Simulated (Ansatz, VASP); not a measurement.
# Fe2O3 (Hematite): VASP beside Ansatz, part 3 of 3

One calculation is typed for both programs; each brings its own data sets and cutoff. How far apart do they land?  The cell comes out of the VASP series on this material, whose earlier steps may have relaxed, scaled or displaced it; both programs get it as it stands.

VASP 6.6.1 and Ansatz 0.2.0.

So far: The starting structure; Ansatz: zone-centre phonons, PBEsol, DFT+U; VASP: zone-centre phonons, PBEsol, DFT+U.

### Step 3. VASP: zone-centre phonons, PBEsol, DFT+U (continued)

Level of this step: PBEsol, DFT+U (Fe d 4 eV), spin-polarised from a ferromagnetic start; plane waves and PAW (Fe, O) (VASP).

Numbers of over 12 decimals in the logs are rounded to 6 here.

Parts of OUTCAR (step 3):

```text
ion  position               nearest neighbor table
   1  0.354  0.354  0.354-  10 1.97   8 1.97   9 1.97   5 2.10   7 2.10   6 2.10   2 2.84   3 2.98
                             3 2.98   3 2.98
   2  0.146  0.146  0.146-   9 1.97   8 1.97  10 1.97   5 2.10   7 2.10   6 2.10   1 2.84   4 2.98
                             4 2.98   4 2.98
   3  0.646  0.646  0.646-   7 1.97   5 1.97   6 1.97   8 2.10   9 2.10  10 2.10   4 2.84   1 2.98
                             1 2.98   1 2.98
   4  0.854  0.854  0.854-   6 1.97   5 1.97   7 1.97   8 2.10   9 2.10  10 2.10   3 2.84   2 2.98
                             2 2.98   2 2.98
   5  0.554  0.946  0.250-   3 1.97   4 1.97   1 2.10   2 2.10
   6  0.250  0.554  0.946-   4 1.97   3 1.97   1 2.10   2 2.10
   7  0.946  0.250  0.554-   3 1.97   4 1.97   1 2.10   2 2.10
   8  0.446  0.054  0.750-   1 1.97   2 1.97   3 2.10   4 2.10
   9  0.750  0.446  0.054-   2 1.97   1 1.97   3 2.10   4 2.10
  10  0.054  0.750  0.446-   1 1.97   2 1.97   3 2.10   4 2.10

  LATTYP: Found a trigonal (rhomboedric) cell.
 ALAT       =     5.4215799781
 COS(alpha) =     0.5629447386

 Subroutine GETGRP returns: Found 12 space group operations
 (whereof  6 operations were pure point group operations)

The static configuration has the point symmetry S_6 .
 The point group associated with its full space group is D_3d.

 Found     44 irreducible k-points:

   k-points           NKPTS =     44   k-points in BZ     NKDIM =     44   number of bands    NBANDS=     49

   dimension x,y,z NGX =    40 NGY =   40 NGZ =   40
   dimension x,y,z NGXF=    80 NGYF=   80 NGZF=   80

   ENCUT  =  520.0 eV  38.22 Ry    6.18 a.u.  10.08 10.08 10.08*2*pi/ulx,y,z

   NELECT =      68.0000    total number of electrons

 k-points in reciprocal lattice and weights: Automatic mesh
   0.00000000  0.00000000  0.00000000       0.003
   0.14285714  0.00000000  0.00000000       0.017
   0.28571429 -0.00000000  0.00000000       0.017
   0.42857143  0.00000000  0.00000000       0.017
   0.14285714  0.14285714  0.00000000       0.017
   0.28571429  0.14285714  0.00000000       0.035
   0.42857143  0.14285714  0.00000000       0.035
  -0.42857143  0.14285714 -0.00000000       0.035
  -0.28571429  0.14285714 -0.00000000       0.035
[...]
0.42857143  0.42857143  0.42857143       0.006
  -0.42857143  0.42857143  0.42857143       0.017

atom =   1  type =  1  l = 2

 onsite density matrix

spin component  1

  1.0093  0.0349  0.0000 -0.0053 -0.0000
  0.0349  1.0257 -0.0000 -0.0000 -0.0053
  0.0000 -0.0000  0.9833  0.0000  0.0000
 -0.0053 -0.0000  0.0000  1.0250 -0.0343
 -0.0000 -0.0053  0.0000 -0.0343  1.0089

spin component  2

  0.1439  0.0980  0.0002 -0.0221 -0.0001
  0.0980  0.2046  0.0000 -0.0001 -0.0221
  0.0002  0.0000  0.0832  0.0001  0.0000
 -0.0221 -0.0001  0.0001  0.2036 -0.0972
 -0.0001 -0.0221  0.0000 -0.0972  0.1435

 occupancies and eigenvectors

  o =  0.0693  v =  0.0000  0.0000  0.0000  0.0000  0.0000 -0.7955  0.5588  0.0096 -0.2083 -0.1070      0.0000  0.0000  0.0000  0.0000  0.0000  0.0000  0.0000  0.0000  0.0000  0.0000
  o =  0.0694  v =  0.0000  0.0000  0.0000  0.0000  0.0000 -0.1072  0.2081 -0.0064  0.5589  0.7955      0.0000  0.0000  0.0000  0.0000  0.0000  0.0000  0.0000  0.0000  0.0000  0.0000
[...]
0.000000  0.000000  4.842597    -0.000000    0.000000   -0.032122
      0.000000  0.000000  2.003244     0.000000    0.000000   -0.032122
      0.000000  0.000000  8.849086     0.000000   -0.000000    0.032122
      0.000000  0.000000 11.688439    -0.000000   -0.000000    0.032122
     -0.993140  1.463250  7.986815     0.000000    0.256179   -0.316783
     -0.770641 -1.591709  7.986815    -0.221857   -0.128089   -0.316783
      1.763781  0.128459  7.986815     0.221857   -0.128089   -0.316783
      0.993140 -1.463250  5.704868     0.000000   -0.256179    0.316783
      0.770641  1.591709  5.704868     0.221857    0.128089    0.316783
     -1.763781 -0.128459  5.704868    -0.221857    0.128089    0.316783

   2 f  =   17.407490 THz   109.374483 2PiTHz  580.651355 cm-1    71.991560 meV
             X         Y         Z           dx          dy          dz
      0.000000  0.000000  4.842597    -0.000000   -0.000000   -0.015859
      0.000000  0.000000  2.003244    -0.000000    0.000000    0.015859
      0.000000  0.000000  8.849086    -0.000000   -0.000000   -0.015859
      0.000000  0.000000 11.688439    -0.000000    0.000000    0.015859
     -0.993140  1.463250  7.986815     0.408043    0.000000   -0.000000
     -0.770641 -1.591709  7.986815    -0.204021    0.353376    0.000000
      1.763781  0.128459  7.986815    -0.204021   -0.353376   -0.000000
      0.993140 -1.463250  5.704868     0.408043   -0.000000    0.000000
      0.770641  1.591709  5.704868    -0.204021    0.353376    0.000000
     -1.763781 -0.128459  5.704868    -0.204021   -0.353376   -0.000000

   3 f  =   17.217842 THz   108.182893 2PiTHz  574.325396 cm-1    71.207242 meV
             X         Y         Z           dx          dy          dz
      0.000000  0.000000  4.842597     0.057643   -0.054830   -0.000000
      0.000000  0.000000  2.003244    -0.057683   -0.054787   -0.000000
      0.000000  0.000000  8.849086    -0.057643    0.054830    0.000000
      0.000000  0.000000 11.688439     0.057683    0.054787    0.000000
     -0.993140  1.463250  7.986815     0.000058   -0.424990    0.346322
     -0.770641 -1.591709  7.986815    -0.251684    0.010666   -0.173272
      1.763781  0.128459  7.986815     0.251477    0.010853   -0.173050
      0.993140 -1.463250  5.704868    -0.000058    0.424990   -0.346322
      0.770641  1.591709  5.704868     0.251684   -0.010666    0.173272
     -1.763781 -0.128459  5.704868    -0.251477   -0.010853    0.173050

   4 f  =   17.217842 THz   108.182893 2PiTHz  574.325396 cm-1    71.207242 meV
             X         Y         Z           dx          dy          dz
      0.000000  0.000000  4.842597     0.054830    0.057643    0.000000
      0.000000  0.000000  2.003244     0.054787   -0.057683   -0.000000
      0.000000  0.000000  8.849086    -0.054830   -0.057643   -0.000000
      0.000000  0.000000 11.688439    -0.054787    0.057683    0.000000
     -0.993140  1.463250  7.986815    -0.156009   -0.000157    0.000128
     -0.770641 -1.591709  7.986815     0.279647    0.251584    0.299860
      1.763781  0.128459  7.986815     0.279833   -0.251576   -0.299988
      0.993140 -1.463250  5.704868     0.156009    0.000157   -0.000128
      0.770641  1.591709  5.704868    -0.279647   -0.251584   -0.299860
     -1.763781 -0.128459  5.704868    -0.279833    0.251576    0.299988

   5 f  =   14.837744 THz    93.228296 2PiTHz  494.933870 cm-1    61.363951 meV
             X         Y         Z           dx          dy          dz
      0.000000  0.000000  4.842597     0.089455   -0.063659    0.000000
      0.000000  0.000000  2.003244    -0.089380   -0.063764    0.000000
      0.000000  0.000000  8.849086     0.089455   -0.063659    0.000000
      0.000000  0.000000 11.688439    -0.089380   -0.063764    0.000000
     -0.993140  1.463250  7.986815     0.000178    0.459725   -0.122791
     -0.770641 -1.591709  7.986815     0.329413   -0.111306    0.061333
      1.763781  0.128459  7.986815    -0.329731   -0.110917    0.061458
      0.993140 -1.463250  5.704868     0.000178    0.459725   -0.122791
      0.770641  1.591709  5.704868     0.329413   -0.111306    0.061333
     -1.763781 -0.128459  5.704868    -0.329731   -0.110917    0.061458

   6 f  =   14.837744 THz    93.228296 2PiTHz  494.933870 cm-1    61.363951 meV
             X         Y         Z           dx          dy          dz
      0.000000  0.000000  4.842597    -0.063659   -0.089455    0.000000
      0.000000  0.000000  2.003244    -0.063764    0.089380   -0.000000
      0.000000  0.000000  8.849086    -0.063659   -0.089455    0.000000
      0.000000  0.000000 11.688439    -0.063764    0.089380   -0.000000
     -0.993140  1.463250  7.986815    -0.301390    0.000271   -0.000072
     -0.770641 -1.591709  7.986815     0.269640    0.329507    0.106377
      1.763781  0.128459  7.986815     0.269252   -0.329638   -0.106304
      0.993140 -1.463250  5.704868    -0.301390    0.000271   -0.000072
      0.770641  1.591709  5.704868     0.269640    0.329507    0.106377
     -1.763781 -0.128459  5.704868     0.269252   -0.329638   -0.106304

   7 f  =   14.832248 THz    93.193765 2PiTHz  494.750549 cm-1    61.341223 meV
             X         Y         Z           dx          dy          dz
      0.000000  0.000000  4.842597    -0.000000   -0.000000    0.076037
      0.000000  0.000000  2.003244    -0.000000    0.000000   -0.076037
      0.000000  0.000000  8.849086     0.000000    0.000000   -0.076037
      0.000000  0.000000 11.688439     0.000000   -0.000000    0.076037
     -0.993140  1.463250  7.986815     0.403500    0.000000   -0.000000
     -0.770641 -1.591709  7.986815    -0.201750    0.349441   -0.000000
      1.763781  0.128459  7.986815    -0.201750   -0.349441    0.000000
      0.993140 -1.463250  5.704868    -0.403500    0.000000   -0.000000
      0.770641  1.591709  5.704868     0.201750   -0.349441    0.000000
     -1.763781 -0.128459  5.704868     0.201750    0.349441   -0.000000

   8 f  =   14.389208 THz    90.410063 2PiTHz  479.972329 cm-1    59.508958 meV
             X         Y         Z           dx          dy          dz
      0.000000  0.000000  4.842597     0.000000   -0.000000   -0.096631
      0.000000  0.000000  2.003244    -0.000000   -0.000000   -0.096631
      0.000000  0.000000  8.849086     0.000000   -0.000000   -0.096631
      0.000000  0.000000 11.688439    -0.000000   -0.000000   -0.096631
     -0.993140  1.463250  7.986815    -0.000000   -0.382062    0.120291
     -0.770641 -1.591709  7.986815     0.330876    0.191031    0.120291
      1.763781  0.128459  7.986815    -0.330876    0.191031    0.120291
      0.993140 -1.463250  5.704868     0.000000   -0.382062    0.120291
      0.770641  1.591709  5.704868     0.330876    0.191031    0.120291
     -1.763781 -0.128459  5.704868    -0.330876    0.191031    0.120291

   9 f  =   12.571899 THz    78.991571 2PiTHz  419.353413 cm-1    51.993173 meV
             X         Y         Z           dx          dy          dz
      0.000000  0.000000  4.842597    -0.012315    0.161290   -0.000000
      0.000000  0.000000  2.003244     0.012298    0.161292   -0.000000
      0.000000  0.000000  8.849086    -0.012315    0.161290   -0.000000
      0.000000  0.000000 11.688439     0.012298    0.161292   -0.000000
     -0.993140  1.463250  7.986815     0.000017   -0.070112    0.428315
     -0.770641 -1.591709  7.986815     0.113311   -0.266366   -0.214138
      1.763781  0.128459  7.986815    -0.113297   -0.266355   -0.214176
      0.993140 -1.463250  5.704868     0.000017   -0.070112    0.428315
      0.770641  1.591709  5.704868     0.113311   -0.266366   -0.214138
     -1.763781 -0.128459  5.704868    -0.113297   -0.266355   -0.214176
    [... 270 further lines ...]
      0.993140 -1.463250  5.704868    -0.046223   -0.219150   -0.000038
      0.770641  1.591709  5.704868    -0.046360   -0.218998    0.000026
     -1.763781 -0.128459  5.704868    -0.046160   -0.218956    0.000012

 ELASTIC MODULI CONTR FROM IONIC RELAXATION (kBar)
 Direction    XX          YY          ZZ          XY          YZ          ZX
 --------------------------------------------------------------------------------
 XX        -253.9231    183.3425     79.5441      0.0000     40.9789     -0.0000
 YY         183.3425   -253.9231     79.5441      0.0000    -40.9789     -0.0000
 ZZ          79.5441     79.5441   -202.6595     -0.0000      0.0000      0.0000
 XY           0.0000      0.0000     -0.0000   -218.6328      0.0000     40.9802
 YZ          40.9789    -40.9789      0.0000     -0.0000   -160.4438     -0.0000
 ZX          -0.0000     -0.0000      0.0000     40.9802     -0.0000   -160.4458
 --------------------------------------------------------------------------------

 total charge
# of ion       s       p       d       tot
------------------------------------------
    1        0.387   0.556   5.805   6.748
    2        0.387   0.556   5.805   6.748
    3        0.387   0.556   5.805   6.748
    4        0.387   0.556   5.805   6.748
    5        1.554   3.469   0.000   5.023
    6        1.554   3.469   0.000   5.023
    7        1.554   3.469   0.000   5.023
    8        1.554   3.469   0.000   5.023
    9        1.554   3.469   0.000   5.023
   10        1.554   3.469   0.000   5.023
--------------------------------------------------
tot         10.870  23.040  23.221  57.131

 magnetization (x)
# of ion       s       p       d       tot
------------------------------------------
    1        0.026   0.042   4.268   4.336
    2        0.026   0.042   4.268   4.336
    3        0.026   0.042   4.268   4.336
    4        0.026   0.042   4.268   4.336
    5        0.022   0.348   0.000   0.370
    6        0.022   0.348   0.000   0.370
    7        0.022   0.348   0.000   0.370
    8        0.022   0.348   0.000   0.370
    9        0.022   0.348   0.000   0.370
   10        0.022   0.348   0.000   0.370
--------------------------------------------------
tot          0.233   2.257  17.071  19.561
```

The magnetic state follows from one typed start and may not be the lowest. The last energy, forces, stress and levels in OUTCAR belong to the last displaced cell, not to the cell of POSCAR.

### Step 4. Differences

Known differences besides the PAW data sets themselves: U acts on the PAW sphere in VASP and on atomic orbitals in Ansatz, so only states and trends compare; the data sets hold 100 valence electrons in Ansatz (default PAW (the set named soft_2) files) and 68 in VASP; the cutoff is 420 eV in Ansatz and 520 eV in VASP; Ansatz makes its cores anew for this functional, VASP keeps those of its PBE data sets; VASP uses finite displacements, Ansatz perturbation theory. Total energies have different zeros and are not compared.

Compared:

```csv
quantity,Ansatz,VASP,difference
mode 4 (cm⁻¹),173.3,173.0,+0.18 %
mode 5 (cm⁻¹),226.2,226.8,-0.26 %
mode 6 to 7 (cm⁻¹),229.6,229.1,+0.20 %
mode 8 to 9 (cm⁻¹),233.2,234.0,-0.36 %
mode 10 (cm⁻¹),271.5,269.7,+0.64 %
mode 11 (cm⁻¹),271.5,273.3,-0.68 %
mode 12 (cm⁻¹),273.2,273.3,-0.06 %
mode 13 to 14 (cm⁻¹),295.0,296.3,-0.43 %
mode 15 to 16 (cm⁻¹),311.8,306.8,+1.60 %
mode 17 (cm⁻¹),354.7,349.7,+1.43 %
mode 18 (cm⁻¹),387.2,388.6,-0.36 %
mode 19 to 20 (cm⁻¹),409.9,402.0,+1.98 %
mode 21 to 22 (cm⁻¹),424.9,419.4,+1.31 %
mode 23 (cm⁻¹),489.4,480.0,+1.95 %
mode 24 (cm⁻¹),497.2,494.8,+0.49 %
mode 25 to 26 (cm⁻¹),504.9,494.9,+2.02 %
mode 27 to 28 (cm⁻¹),580.3,574.3,+1.03 %
mode 29 (cm⁻¹),591.5,580.7,+1.87 %
mode 30 (cm⁻¹),666.5,652.9,+2.10 %
```

### Step 5. Outcome

* difference in mode 30 (zone-centre phonons, PBEsol, DFT+U): 2.1 %

The difference in mode 30 is 2.1 % (zone-centre phonons, PBEsol, DFT+U), within the 3 % picked in this series as the mark of a large difference. How closely two codes agree says nothing of how well the functional describes the real material.

[Lines on the potential files, build, host, timing and source positions are cut from VASP's logs without a mark.]

[Logs are printed without paths, hosts, clocks, repeated set-up lines and the standing remarks that a program may print on its own settings, such as how far it seeks lower states.]

[Hosts, paths, dates, database ids (printed as entryN), source tags and the programs' standing remarks are cut or masked in the printed files.]
